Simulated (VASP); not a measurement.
Crystal: MoS2.

```xyz
6
Lattice="3.1610 0.0000 0.0000 -1.5805 2.7375 0.0000 0.0000 0.0000 12.2950" Properties=species:S:1:pos:R:3 pbc="T T T"
Mo    0.0000    1.8250    3.0737
Mo    1.5805    0.9125    9.2212
S     1.5805    0.9125    4.6388
S     1.5805    0.9125    1.5087
S     0.0000    1.8250   10.7863
S     0.0000    1.8250    7.6562
```

The cell was built by a generator and needn't be a form met in nature.

Base run:

```yaml
Program: VASP 6.6.1
Functional: optB86b-vdW
Potentials_or_basis: VASP PAW PBE potentials, release 64 (Mo_sv, S)
Cutoff: 520 eV
k_mesh: 8 × 8 × 2
Occupations: fermi-dirac, width 0.05 eV
Spin: no spin polarisation
```

Its results: band gap on the k mesh 0.96 eV, indirect (least direct gap 1.95 eV); pressure 1.0 GPa; largest force 0.095 eV/Å.

Q: After a change of settings the same cell gave: band gap on the k mesh 0.95 eV, indirect (least direct gap 1.96 eV); pressure -2.2 GPa; largest force 0.263 eV/Å. Which change was it?
A. functional from optB86b-vdW to LDA; potentials or basis from VASP PAW PBE potentials, release 64 (Mo_sv, S) to VASP PAW LDA potentials, release 64 (Mo_sv, S)
B. functional from optB86b-vdW to vdW-DF2
C. functional from optB86b-vdW to PBE; dispersion from none to D4
D. functional from optB86b-vdW to PBEsol

A: D.

Caveats: the PAW data sets were made with another functional, which shifts forces and pressure a little; this functional lacks dispersion, which binds the layers, so the pressure and a relaxed spacing across them are unreliable (some runs).

Not every run made on this cell is shown here.
